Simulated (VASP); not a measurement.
# MgCd2S3 (P3m1) in VASP: a series of runs

Runs on MgCd2S3. Level: PBE. Tasks: relaxation of cell and atoms.

Everything below comes from runs of VASP 6.6.1. Logs are shortened: lines on timing, memory, paths and dates and some standing lists are left out, and cuts for length are marked.

## 1. The crystal as given

It takes space group P3m1 (No. 156, trigonal). The conventional cell has a = 4.080 Å, b = 4.080 Å, c = 10.000 Å, α = 90.00°, β = 90.00°, γ = 120.00°. Around Mg (site symmetry 3m) lie 4 S at 2.50 Å. Cd (site symmetry 3m) has 4 S at 2.50 Å as nearest neighbours. Around Cd (site symmetry 3m) lie 4 S at 2.50 Å. S (site symmetry 3m) is surrounded by 3 Cd at 2.50 Å and 1 Mg at 2.50 Å. S (site symmetry 3m) has 3 Mg at 2.50 Å and 1 Cd at 2.50 Å as nearest neighbours. S (site symmetry 3m) has 4 Cd at 2.50 Å as nearest neighbours.

The cell was built by a generator and needn't be a form met in nature.

## 2. Relaxation of cell and atoms, PBE

INCAR

```
SYSTEM = MgCd2S3
  PREC = Normal
  ENCUT = 520
  EDIFF = 1E-4
  ISMEAR = 0
  SIGMA = 0.15
  LREAL = .False.
  LASPH = .True.
  NELM = 60
  ALGO = Fast
  ISIF = 3
  LWAVE = .False.
  LCHARG = .False.
  GGA = PE
  IBRION = 2
  NSW = 24
  EDIFFG = -0.08
```

KPOINTS

```
Automatic mesh
0
Gamma
  4 4 2
  0 0 0
```

POSCAR

```
MgCd2S3
1.0
    4.0800000000      0.0000000000      0.0000000000
   -2.0400000000      3.5333836500      0.0000000000
    0.0000000000      0.0000000000     10.0000000000
Mg Cd S
1 2 3
Direct
    0.0000000000      0.0000000000      0.0000000000
    0.3333333300      0.6666666700      0.3333000000
    0.6666666700      0.3333333300      0.6667000000
    0.0000000000      0.0000000000      0.2500000000
    0.6666666700      0.3333333300      0.9167000000
    0.3333333300      0.6666666700      0.5833000000
```

Potentials or basis: VASP PAW PBE potentials, release 64 (Mg, Cd, S).

Run with:

```console
> cat potpaw_PBE.64/Mg/POTCAR potpaw_PBE.64/Cd/POTCAR potpaw_PBE.64/S/POTCAR > POTCAR
> mpirun -np 1 vasp_std > vasp.out
```

OUTCAR:

```text
SYSTEM = MgCd2S3
   PREC = Normal
   ENCUT = 520
   EDIFF = 1E-4
   ISMEAR = 0
   LREAL = .False.
   LASPH = .True.
   NELM = 60
   ISIF = 3
   GGA = PE
   IBRION = 2
   NSW = 24
   EDIFFG = -0.08

 ion  position               nearest neighbor table
   1  0.000  0.000  0.000-   5 2.50   5 2.50   5 2.50   4 2.50
   2  0.333  0.667  0.333-   4 2.50   4 2.50   4 2.50   6 2.50
   3  0.667  0.333  0.667-   6 2.50   6 2.50   6 2.50   5 2.50
   4  0.000  0.000  0.250-   2 2.50   2 2.50   2 2.50   1 2.50
   5  0.667  0.333  0.917-   1 2.50   1 2.50   1 2.50   3 2.50
   6  0.333  0.667  0.583-   3 2.50   3 2.50   3 2.50   2 2.50

  LATTYP: Found a hexagonal cell.
 ALAT       =     4.0800000000
 C/A-ratio  =     2.4509803922

  Lattice vectors:

 A1 = (   4.0800000000,   0.0000000000,   0.0000000000)
 A2 = (  -2.0400000000,   3.5333836500,   0.0000000000)
 A3 = (   0.0000000000,   0.0000000000,  10.0000000000)

Analysis of symmetry for initial positions (statically):
=====================================================================
 Subroutine PRICEL returns:
 Original cell was already a primitive cell.

 Routine SETGRP: Setting up the symmetry group for a
 hexagonal supercell.

 Subroutine GETGRP returns: Found  6 space group operations
 (whereof  6 operations were pure point group operations)
 out of a pool of 24 trial point group operations.

The static configuration has the point symmetry C_3v.

Analysis of symmetry for dynamics (positions and initial velocities):
=====================================================================
 Subroutine PRICEL returns:
 Original cell was already a primitive cell.

 Routine SETGRP: Setting up the symmetry group for a
 hexagonal supercell.

 Subroutine GETGRP returns: Found  6 space group operations
 (whereof  6 operations were pure point group operations)
 out of a pool of 24 trial point group operations.

The dynamic configuration has the point symmetry C_3v.

 Subroutine INISYM returns: Found  6 space group operations
 (whereof  6 operations are pure point group operations),
 and found     1 'primitive' translations

----------------------------------------------------------------------------------------

                                     Primitive cell

  volume of cell :     144.1621

  direct lattice vectors                    reciprocal lattice vectors
     4.080000000  0.000000000  0.000000000     0.245098039  0.141507419  0.000000000
    -2.040000000  3.533383650  0.000000000     0.000000000  0.283014838  0.000000000
     0.000000000  0.000000000 10.000000000     0.000000000  0.000000000  0.100000000

  length of vectors
     4.080000000  4.080000002 10.000000000     0.283014838  0.283014838  0.100000000

  position of ions in fractional coordinates (direct lattice)
     0.000000000  0.000000000  0.000000000
     0.333333330  0.666666670  0.333300000
     0.666666670  0.333333330  0.666700000
     0.000000000  0.000000000  0.250000000
     0.666666670  0.333333330  0.916700000
     0.333333330  0.666666670  0.583300000

  ion indices of the primitive-cell ions
   primitive index   ion index
                 1           1
                 2           2
                 3           3
                 4           4
                 5           5
                 6           6

----------------------------------------------------------------------------------------

 KPOINTS: Automatic mesh

Automatic generation of k-mesh.
 Grid dimensions read from file:
 generate k-points for:    4    4    2

 Generating k-lattice:

  Cartesian coordinates                     Fractional coordinates (reciprocal lattice)
     0.061274510  0.035376855  0.000000000     0.250000000  0.000000000  0.000000000
     0.000000000  0.070753709  0.000000000     0.000000000  0.250000000  0.000000000
     0.000000000  0.000000000  0.050000000     0.000000000  0.000000000  0.500000000

  Length of vectors
     0.070753709  0.070753709  0.050000000

  Shift w.r.t. Gamma in fractional coordinates (k-lattice)
     0.000000000  0.000000000  0.000000000

 Subroutine IBZKPT returns following result:
 ===========================================

 Found      8 irreducible k-points:

 Following reciprocal coordinates:
            Coordinates               Weight
  0.000000  0.000000  0.000000      1.000000
  0.250000 -0.000000  0.000000      6.000000
  0.500000 -0.000000  0.000000      3.000000
  0.250000  0.250000  0.000000      6.000000
  0.000000  0.000000  0.500000      1.000000
  0.250000 -0.000000  0.500000      6.000000
  0.500000 -0.000000  0.500000      3.000000
  0.250000  0.250000  0.500000      6.000000
   k-points           NKPTS =      8   k-points in BZ     NKDIM =      8   number of bands    NBANDS=     26
   number of dos      NEDOS =    301   number of ions     NIONS =      6
   total plane-waves  NPLWV =  32256
   dimension x,y,z NGX =    24 NGY =   24 NGZ =   56
   dimension x,y,z NGXF=    48 NGYF=   48 NGZF=  112
   ions per type =               1   2   3
   NGX,Y,Z   is equivalent  to a cutoff of   9.78,  9.78,  9.31 a.u.
   NGXF,Y,Z  is equivalent  to a cutoff of  19.56, 19.56, 18.62 a.u.
 SYSTEM =  MgCd2S3
   PREC   = normal    normal or accurate (medium, high low for compatibility)
   ISTART =      0    job   : 0-new  1-cont  2-samecut
   ICHARG =      2    charge: 1-file 2-atom 10-const
   ISPIN  =      1    spin polarized calculation?
   LNONCOLLINEAR =      F non collinear calculations
   LSORBIT =      F    spin-orbit coupling
   LASPH  =      T    aspherical Exc in radial PAW
   ENCUT  =  520.0 eV  38.22 Ry    6.18 a.u.   7.59  7.59 18.59*2*pi/ulx,y,z
   NELM   =     60;   NELMIN=  2; NELMDL= -5     # of ELM steps
   EDIFF  = 0.1E-03   stopping-criterion for ELM
   LREAL  =      F    real-space projection
   EDIFFG = -.8E-01   stopping-criterion for IOM
   NSW    =     24    number of steps for IOM
   IBRION =      2    ionic relax: 0-MD 1-quasi-New 2-CG
   NFREE  =      1    steps in history (QN), initial steepest desc. (CG)
   ISIF   =      3    stress and relaxation
   ISYM   =      2    0-nonsym 1-usesym 2-fastsym
   POTIM  = 0.5000    time-step for ionic-motion
   TEBEG  =    0.0;   TEEND  =   0.0 temperature during run
   PSTRESS=    0.0 pullay stress
   NELECT =      44.0000    total number of electrons
   NUPDOWN=      -1.0000    fix difference up-down
   EMIN   =  10.00;   EMAX   =-10.00  energy-range for DOS
   EFERMI =   0.00;   METHOD = LEGACY
   ISMEAR =     0;   SIGMA  =   0.15  broadening in eV -4-tet -1-fermi 0-gaus
   EFERMI_NEDOS =   21; number of points for ismear=-14 and -15
   IALGO  =     68    algorithm
   IMIX   =      4    mixing-type and parameters
     AMIX     =   0.40;   BMIX     =  1.00
     AMIX_MAG =   1.60;   BMIX_MAG =  1.00
  volume/ion in A,a.u.               =      24.03       162.14
  Fermi-wavevector in a.u.,A,eV,Ry     =   1.102238  2.082928 16.530109  1.214929
  Thomas-Fermi vector in A             =   2.238678
   LORBIT       =      0    0 simple, 1 ext, 2 COOP (PROOUT), +10 PAW based schemes
   GGA     = PE    functional components
   LHFCALC =     F    Hartree Fock is set to
   AEXX    =    0.0000 exact exchange contribution
   IVDW    =     0    specifies the selected vdW correction
   LEPSILON=     F    determine dielectric tensor
   LRPA    =     F    only Hartree local field effects (RPA)
 conjugate gradient relaxation of ions
 non-spin polarized calculation
 RMM-DIIS sequential band-by-band and
 Gauss-broadening in eV      SIGMA  =   0.15
  energy-cutoff  :      520.00
  volume of cell :      144.16
 maximum number of plane-waves:      3914
   NGX = 15   NGY = 15   NGZ = 37

--------------------------------------- Ionic step        1  -------------------------------------------

 number of electron      43.9999994 magnetization

 Free energy of the ion-electron system (eV)
  ---------------------------------------------------
  ext. energy  EPLUGINS =         0.00000000
  ---------------------------------------------------
  free energy    TOTEN  =       -20.57685172 eV

  energy without entropy =      -20.57685172  energy(sigma->0) =      -20.57685172

------------------------ aborting loop because EDIFF is reached ----------------------------------------

  FORCE on cell =-STRESS in cart. coord.  units (eV):
  Direction    XX          YY          ZZ          XY          YZ          ZX
  --------------------------------------------------------------------------------------
  -------------------------------------------------------------------------------------
  Total        2.7921725      2.7921725      2.4540197      0.0000000      0.0000000      0.0000000
  in kB       31.0314357     31.0314358     27.2732992      0.0000000      0.0000000      0.0000000
  external PRESSURE =      29.7787236 kB  Pullay stress =       0.0000000 kB
[... 101 lines left out ...]
  FREE ENERGIE OF THE ION-ELECTRON SYSTEM (eV)
  ---------------------------------------------------
  free  energy   TOTEN  =       -20.6702189715 eV

  energy  without entropy=      -20.6702189715  energy(sigma->0) =      -20.67021897

[... ionic steps 4 to 10 ...]

--------------------------------------- Ionic step       11  -------------------------------------------

 number of electron      44.0000023 magnetization

------------------------ aborting loop because EDIFF is reached ----------------------------------------

  FORCE on cell =-STRESS in cart. coord.  units (eV):
  Direction    XX          YY          ZZ          XY          YZ          ZX
  --------------------------------------------------------------------------------------
  -------------------------------------------------------------------------------------
  Total       -0.1674718     -0.1674718     -0.4014002      0.0000000     -0.0000000      0.0000000
  in kB       -1.7754586     -1.7754586     -4.2554599      0.0000000     -0.0000000      0.0000000
  external PRESSURE =      -2.6021257 kB  Pullay stress =       0.0000000 kB
[... 65 lines left out ...]
  energy  without entropy=      -20.7002458179  energy(sigma->0) =      -20.70024582

--------------------------------------- Ionic step       13  -------------------------------------------

 number of electron      44.0000035 magnetization

 Free energy of the ion-electron system (eV)
  ---------------------------------------------------
  ext. energy  EPLUGINS =         0.00000000
  ---------------------------------------------------
  free energy    TOTEN  =       -20.70139363 eV

  energy without entropy =      -20.70139363  energy(sigma->0) =      -20.70139363

 E-fermi :   1.7502     XC(G=0):  -8.7299

 val. band max:        1.0862396292   @ k =   0.0000   0.0000   0.0000
 cond. band min:       2.6009670459   @ k =   0.0000   0.0000   0.0000
 fundamental gap:      1.5147274167
 Fermi energy:         1.7501671734

 k-point     1 :       0.0000    0.0000    0.0000
  band No.  band energies     occupation
      1     -10.8892      2.00000
      2     -10.6184      2.00000
      3     -10.4051      2.00000
      4      -6.3828      2.00000
      5      -6.3828      2.00000
      6      -6.3047      2.00000
[... 254 lines left out ...]
  FREE ENERGIE OF THE ION-ELECTRON SYSTEM (eV)
  ---------------------------------------------------
  free  energy   TOTEN  =       -20.7013936299 eV

  energy  without entropy=      -20.7013936299  energy(sigma->0) =      -20.70139363

 reached required accuracy - stopping structural energy minimisation
```

Wall time 69 s (1 thread of Intel Xeon Platinum 8488C (Sapphire Rapids), shared host); peak memory 0.2 GiB.

Results:

- Free energy: -20.7014 eV
- Relaxed volume: 25.11 Å³/atom
- Relaxed cell: a = 4.146 Å, b = 4.146 Å, c = 10.118 Å, α = 90.00°, β = 90.00°, γ = 120.00°
- Space group after relaxing (to 0.05 Å): P3m1 (No. 156)
- Energy gained by relaxing: 20.8 meV/atom
- Ionic steps: 13
- Pressure after relaxing: -0.1 GPa
- Largest force after relaxing: 0.009 eV/Å
- Band gap on the k mesh: 1.51 eV, direct

Forces in eV/Å, atoms in the order of the input:
```
Mg   0.000  0.000  0.007
Cd   0.000  0.000 -0.008
Cd   0.000  0.000 -0.002
S    0.000  0.000  0.009
S    0.000  0.000 -0.002
S    0.000  0.000 -0.005
```

The path:
```csv
step,energy change (eV),largest force (eV/Å),pressure (GPa),volume (Å³)
1,0.0000,0.7064,2.98,144.16
2,-0.0912,0.3018,-1.04,153.68
3,-0.0934,0.3511,-0.30,152.15
4,-0.0934,0.3497,-0.35,152.33
5,-0.1067,0.2463,-0.14,151.72
6,-0.1176,0.2185,0.21,150.17
7,-0.1182,0.2404,0.23,150.38
8,-0.1232,0.0955,-0.14,151.03
9,-0.1233,0.0887,-0.03,151.08
10,-0.1234,0.0939,-0.13,151.19
11,-0.1234,0.1180,-0.26,151.13
12,-0.1234,0.0913,-0.12,151.16
13,-0.1245,0.0091,-0.10,150.63
```

Final structure:
```xyz
6
Lattice="4.1463 0.0000 0.0000 -2.0731 3.5908 0.0000 0.0000 0.0000 10.1175" Properties=species:S:1:pos:R:3 pbc="T T T"
Mg    0.0000    0.0000   10.0940
Cd    0.0000    2.3939    3.3371
Cd    2.0731    1.1969    6.8020
S     0.0000    0.0000    2.4358
S     2.0731    1.1969    9.3720
S     0.0000    2.3939    5.8997
```

Levels at points of the mesh, in eV from the valence-band top:
| k point | band 20 | band 21 | band 22 | band 23 | band 24 | band 25 |
| --- | --- | --- | --- | --- | --- | --- |
| (0.00, 0.00, 0.00) | -0.15 | 0.00 | 0.00 | 1.51 | 3.15 | 3.82 |
| (0.50, 0.00, 0.00) | -1.32 | -1.06 | -0.84 | 3.52 | 3.95 | 4.17 |
| (0.00, 0.00, 0.50) | -0.33 | -0.05 | -0.05 | 2.40 | 2.74 | 3.73 |
| (0.50, 0.00, 0.50) | -1.34 | -0.73 | -0.67 | 3.27 | 4.05 | 4.26 |

Caveat: the k mesh is coarse (spacing up to 0.44 Å⁻¹), so the values aren't converged; the relaxation stopped at a loose force limit of 0.08 eV/Å, so its end isn't a converged minimum.

## 3. Relaxation of cell and atoms, PBE

This run uses another cell than the first one, of 24.38 Å³/atom, 1.015 times its volume.

INCAR is that of step 2.

KPOINTS is that of step 2.

POSCAR

```
MgCd2S3
1.0
    4.7006737800      0.0000000000      0.0000000000
   -2.3503368900      4.0709029100      0.0000000000
    0.0000000000      0.0000000000      7.6440571800
Mg Cd S
1 2 3
Direct
    0.6666666700      0.3333333300      0.0000000000
    0.0000000000      0.0000000000      0.0000000000
    0.3333333300      0.6666666700      0.5000000000
    0.3333333300      0.6666666700      0.0000000000
    0.3333333300      0.6666666700      0.2387572800
    0.3333333300      0.6666666700      0.7612427200
```

Potentials or basis: VASP PAW PBE potentials, release 64 (Mg, Cd, S).

Run with:

```console
> cat potpaw_PBE.64/Mg/POTCAR potpaw_PBE.64/Cd/POTCAR potpaw_PBE.64/S/POTCAR > POTCAR
> mpirun -np 1 vasp_std > vasp.out
```

Run time: 2.1 min. Hardware: 1 thread of Intel Xeon Platinum 8488C (Sapphire Rapids), shared host; peak memory 0.21 GiB.

Results (log left out):

```yaml
Free_energy: -13.5987 eV
Relaxed_volume: 33.06 Å³/atom
Relaxed_cell: a = 4.872 Å, b = 4.872 Å, c = 9.651 Å, α = 90.00°, β = 90.00°, γ = 120.00°
Space_group_after_relaxing_to_0.05_Å: P-6m2 (No. 187)
Energy_gained_by_relaxing: 1176.7 meV/atom
Ionic_steps: 14
Pressure_after_relaxing: -0.1 GPa
Largest_force_after_relaxing: 0.039 eV/Å
Band_gap_on_the_k_mesh: none (metal or under the smearing width)
```

Forces in eV/Å, atoms in the order of the input:
```
Mg   0.000  0.000  0.000
Cd   0.000  0.000  0.000
Cd   0.000  0.000  0.000
S    0.000  0.000  0.000
S    0.000  0.000 -0.039
S    0.000  0.000  0.039
```

Stress tensor (GPa, compression positive):
```
-0.04  0.00  0.00
 0.00 -0.04  0.00
 0.00  0.00 -0.14
```

Step by step:
| step | energy change (eV) | largest force (eV/Å) | pressure (GPa) | volume (Å³) |
| --- | --- | --- | --- | --- |
| 1 | 0.0000 | 3.9560 | 32.14 | 146.28 |
| 2 | -3.8493 | 0.7290 | -5.00 | 257.56 |
| 3 | -7.0316 | 0.1138 | 0.17 | 194.88 |
| 4 | -7.0348 | 0.1439 | 0.37 | 193.87 |
| 5 | -7.0358 | 0.1835 | 0.56 | 192.89 |
| 6 | -6.1451 | 0.8291 | 8.41 | 169.22 |
| 7 | -7.0324 | 0.2843 | 0.79 | 191.93 |
| 8 | -7.0499 | 0.1565 | 0.38 | 194.79 |
| 9 | -7.0574 | 0.0088 | -0.24 | 199.00 |
| 10 | -7.0576 | 0.0074 | -0.21 | 198.50 |
| 11 | -7.0575 | 0.0244 | -0.15 | 198.05 |
| 12 | -7.0576 | 0.0185 | -0.09 | 198.23 |
| 13 | -7.0576 | 0.0121 | -0.12 | 198.37 |
| 14 | -7.0604 | 0.0394 | -0.07 | 198.39 |

Final structure:
```xyz
6
Lattice="4.8719 0.0000 0.0000 -2.4360 4.2192 0.0000 0.0000 0.0000 9.6514" Properties=species:S:1:pos:R:3 pbc="T T T"
Mg    2.4360    1.4064    0.0000
Cd    4.8719    0.0000    0.0000
Cd    0.0000    2.8128    4.8257
S     0.0000    2.8128    0.0000
S     0.0000    2.8128    2.4295
S     0.0000    2.8128    7.2218
```

Levels at points of the mesh, in eV from the Fermi level:
```
           k point  band 19  band 20  band 21  band 22  band 23  band 24  band 25  band 26
(0.00, 0.00, 0.00)    -0.49    -0.49    -0.22    -0.22     1.66     1.66     1.88     2.30
(0.50, 0.00, 0.00)    -1.17    -0.91    -0.64    -0.38     1.97     2.12     3.50     3.56
(0.00, 0.00, 0.50)    -0.75    -0.75    -0.56     0.08     0.08     1.66     1.66     2.20
(0.50, 0.00, 0.50)    -1.13    -0.91    -0.48    -0.06    -0.02     1.99     2.61     3.98
```

Caveat: the k mesh is coarse (spacing up to 0.41 Å⁻¹), so the values aren't converged; the volume moved by over 15 % at a fixed basis, so the end points are rough; the relaxation stopped at a loose force limit of 0.08 eV/Å, so its end isn't a converged minimum.
